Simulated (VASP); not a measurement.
Data:

```
La
1.0
    1.90496    -3.29948     0.00000
    1.90496     3.29948     0.00000
    0.00000     0.00000    12.18576
La
4
Direct
  0.00000   0.00000   0.50000
  0.00000   0.00000   0.00000
  0.33333   0.66667   0.25000
  0.66667   0.33333   0.75000
```

Method: optB88-vdW, VASP's PBE PAW potentials (set 64) (plane waves; VASP 6.6.1). Run with 520 eV cut-off, 9×9×3 Γ-centred mesh, first-order Methfessel-Paxton smearing of 0.10 eV, potentials La.

Question: What does the run give for the energy per atom (σ→0), pressure, band gap (on the k-mesh) with the smallest direct gap where there is one?

Answer: 
- band gap (on the k-mesh): none (metal, semimetal or under 0.01 eV)
- energy per atom (σ→0): -2.583 eV/atom
- pressure: -14.5 kbar

Total energies compare only between runs with the same potentials, cut-off and functional.

The compound is La in the dhcp structure. This cell is one point of a volume scan, at 1.06 of the reference volume.
